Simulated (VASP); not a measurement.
Data:

```yaml
crystal:
  lattice:
    - [0.00000, 2.15846, 2.15846]
    - [2.15846, 0.00000, 2.15846]
    - [2.15846, 2.15846, 0.00000]
  atoms:
    - { symbol: Al, position: [0.00000, 0.00000, 0.00000] }
    - { symbol: N, position: [0.25000, 0.25000, 0.25000] }
```

Level of theory: SCAN meta-GGA, VASP's PBE PAW potentials (set 64) (plane waves; VASP). Numerical set-up: 520 eV cut-off, 10×10×10 Γ-centred mesh, Gaussian smearing of 0.050 eV, potentials Al N.

Give the stress tensor in GPa (positive for a compressed cell).

```
6.95  0.00  0.00
0.00  6.95  0.00
0.00  0.00  6.95
```
The pressure is its mean diagonal, 6.95 GPa.

The compound is AlN in the zinc blende structure, a metastable form; wurtzite is the usual one. This cell is one point of a volume scan, at 0.97 of the reference volume.
